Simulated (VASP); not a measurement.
Method: revPBE GGA, VASP's PBE PAW potentials (set 64) (plane waves; VASP).

VASP ran on this input.

**POSCAR**
```
NaI
1
    0.0000000000     3.4069069942     3.4069069942
    3.4069069942     0.0000000000     3.4069069942
    3.4069069942     3.4069069942     0.0000000000
Na I
1 1
Direct
  0.0000000000   0.0000000000   0.0000000000
  0.5000000000   0.5000000000   0.5000000000
```

INCAR:
```
ALGO = Normal
EDIFF = 1E-7
ENCUT = 520
GGA = RE
ISIF = 2
ISMEAR = 0
LASPH = .TRUE.
LCHARG = .FALSE.
LMAXMIX = 4
LREAL = .FALSE.
LWAVE = .FALSE.
NELM = 100
PREC = Accurate
SIGMA = 0.05
SYSTEM = NaI
```

### KPOINTS
```
Automatic mesh
0
Gamma
7 7 7
0 0 0
```

POTCAR, in this order: Na_pv I (PBE.64 set). Program: vasp_std.

Output

### OSZICAR
```
       N       E                     dE             d eps       ncg     rms          rms(c)
DAV:   1     0.777228302433E+02    0.77723E+02   -0.66426E+03   440   0.110E+03
DAV:   2     0.203628954098E+01   -0.75687E+02   -0.71969E+02   505   0.229E+02
DAV:   3    -0.490778293759E+01   -0.69441E+01   -0.68788E+01   533   0.696E+01
DAV:   4    -0.513595629839E+01   -0.22817E+00   -0.22806E+00   516   0.129E+01
DAV:   5    -0.514256151374E+01   -0.66052E-02   -0.66051E-02   503   0.237E+00    0.177E+00
DAV:   6    -0.505750977893E+01    0.85052E-01   -0.12785E-01   509   0.203E+00    0.122E+00
DAV:   7    -0.505036823445E+01    0.71415E-02   -0.11795E-01   500   0.195E+00    0.696E-01
DAV:   8    -0.505697002036E+01   -0.66018E-02   -0.15603E-02   449   0.104E+00    0.208E-01
DAV:   9    -0.505688674262E+01    0.83278E-04   -0.27521E-04   518   0.154E-01    0.800E-02
DAV:  10    -0.505697117037E+01   -0.84428E-04   -0.15240E-04   470   0.114E-01    0.916E-03
DAV:  11    -0.505697982178E+01   -0.86514E-05   -0.13902E-05   479   0.319E-02    0.437E-03
DAV:  12    -0.505698162458E+01   -0.18028E-05   -0.29069E-06   485   0.156E-02    0.109E-03
DAV:  13    -0.505698203373E+01   -0.40914E-06   -0.40329E-07   491   0.482E-03    0.628E-04
DAV:  14    -0.505698199224E+01    0.41488E-07   -0.57471E-08   419   0.133E-03
   1 F= -.50569820E+01 E0= -.50569820E+01  d E =-.424039E-14
```

File OUTCAR:
```
------------------------ aborting loop because EDIFF is reached ----------------------------------------
  FORCE on cell =-STRESS in cart. coord.  units (eV):
  Direction    XX          YY          ZZ          XY          YZ          ZX
  --------------------------------------------------------------------------------------
  Total       -0.3104737     -0.3104737     -0.3104737     -0.0000000     -0.0000000      0.0000000
  in kB       -6.2896222     -6.2896222     -6.2896222     -0.0000000     -0.0000000      0.0000000
  external PRESSURE =      -6.2896222 kB  Pullay stress =       0.0000000 kB
  volume of cell :       79.09
      direct lattice vectors                 reciprocal lattice vectors
     0.000000000  3.406906994  3.406906994    -0.146760684  0.146760684  0.146760684
     3.406906994  0.000000000  3.406906994     0.146760684 -0.146760684  0.146760684
     3.406906994  3.406906994  0.000000000     0.146760684  0.146760684 -0.146760684
  FREE ENERGIE OF THE ION-ELECTRON SYSTEM (eV)
  ---------------------------------------------------
  free  energy   TOTEN  =        -5.0569819922 eV

  energy  without entropy=       -5.0569819922  energy(sigma->0) =       -5.05698199
```
(Selected blocks of OUTCAR.)

The compound is NaI in the rock salt structure. This cell is one point of a volume scan, at 1.06 of the reference volume.
